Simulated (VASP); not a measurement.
Here is the system:

```
CELL_PARAMETERS angstrom
      1.76372    -3.05485     0.00000
      1.76372     3.05485     0.00000
      0.00000     0.00000    14.64801
ATOMIC_POSITIONS crystal
  Te 0.33333 0.66667 0.87233
  Te 0.66667 0.33333 0.37233
  Te 0.66667 0.33333 0.12767
  Te 0.33333 0.66667 0.62767
  Mo 0.33333 0.66667 0.25000
  Mo 0.66667 0.33333 0.75000
```

Calculation: PW91 GGA, VASP's PBE PAW potentials (set 64) (plane waves; VASP 6.6.1). Numerical set-up: 520 eV cut-off, 7×7×2 Γ-centred mesh, Gaussian smearing of 0.050 eV, potentials Te Mo_sv.

Without a dispersion term in the relaxation, distances and binding between the weakly bound layers, chains or molecules are unreliable, and so is what depends on them.

Q: The ions and cell shape at fixed volume are relaxed. What does this cell relax into?

A: 
```
CELL_PARAMETERS angstrom
      1.77731    -3.07839     0.00000
      1.77731     3.07839     0.00000
      0.00000     0.00000    14.42487
ATOMIC_POSITIONS crystal
  Te 0.33333 0.66667 0.87550
  Te 0.66667 0.33333 0.37550
  Te 0.66667 0.33333 0.12450
  Te 0.33333 0.66667 0.62450
  Mo 0.33333 0.66667 0.25000
  Mo 0.66667 0.33333 0.75000
```
Space group P6_3/mmc (194), at a tolerance of 0.03 Å.

Q: How much energy does the relaxation gain?

A: The energy (σ→0) changes by -5.7 meV/atom, in 7 ionic steps.

The compound is MoTe2 in the 2H layered structure. This cell is one point of a volume scan, at 0.97 of the reference volume. Symmetry was kept, so distortions that lower it aren't found.
